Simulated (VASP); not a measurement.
An input for Ansatz (written as the equivalent of a VASP run, and not itself run):

Ansatz 0.2 input:
```yaml
crystal:
  lattice:
    - [2.9239819, 0.0000000, 0.0000000]
    - [0.0000000, 2.9239819, 0.0000000]
    - [0.0000000, 0.0000000, 4.1618273]
  atoms:
    - { symbol: Ti, position: [0.5000000, 0.5000000, 0.5000000] }
    - { symbol: In, position: [0.0000000, 0.0000000, 0.0000000] }
kpoints:
  mp_grid: { grid: [11, 11, 8] }
hamiltonian:
  xc: lda
  pseudopotentials: { kind: paw }
scf:
  occupations: { method: methfessel_paxton, width: 0.1 }
  max_iter: 100
relax:
  max_steps: 60
  f_tol: 0.01
  cell: {}
output: { forces: true, stress: true, eigenvalues: true }
```

Task: Translate this input to VASP (INCAR, KPOINTS, POSCAR, choice of POTCAR).

Result: One answer among several that fit: 
KPOINTS:
```
kpoints
0
gamma
  11 11 8
0 0 0
```

**INCAR**
```
ALGO = Normal
EDIFF = 1E-6
EDIFFG = -0.01
ENCUT = 400
IBRION = 2
ISIF = 3
ISMEAR = 1
LASPH = .True.
LCHARG = .False.
LMAXMIX = 4
LREAL = .False.
LWAVE = .False.
NELM = 100
NSW = 60
PREC = Accurate
SIGMA = 0.1
SYSTEM = TiIn
```

### POSCAR
```
TiIn
1
    2.9239818947     0.0000000000     0.0000000000
    0.0000000000     2.9239818947     0.0000000000
    0.0000000000     0.0000000000     4.1618273318
Ti In
1 1
Direct
  0.5000000000   0.5000000000   0.5000000000
  0.0000000000   0.0000000000   0.0000000000
```

POTCAR, in this order: Ti_sv In_d (LDA.64 set). Program: vasp_std.

Limits of the translation: each code has its own PAW files, so the cut-off isn't converted (ENCUT is set for VASP's; basis.ecutwfc is left out, and Ansatz then takes the one that its files recommend); Ansatz stops its SCF on the density residual and VASP on the energy change (EDIFF); Ansatz's lda is the Perdew-Wang form, while the LDA potentials of VASP carry Perdew-Zunger's.

The structure comes from a computed database's TiIn entry (P4/mmm); how it stands against other phases isn't given here. This run relaxes it. Symmetry was kept, so distortions that lower it aren't found. The start is the result of an earlier pass.
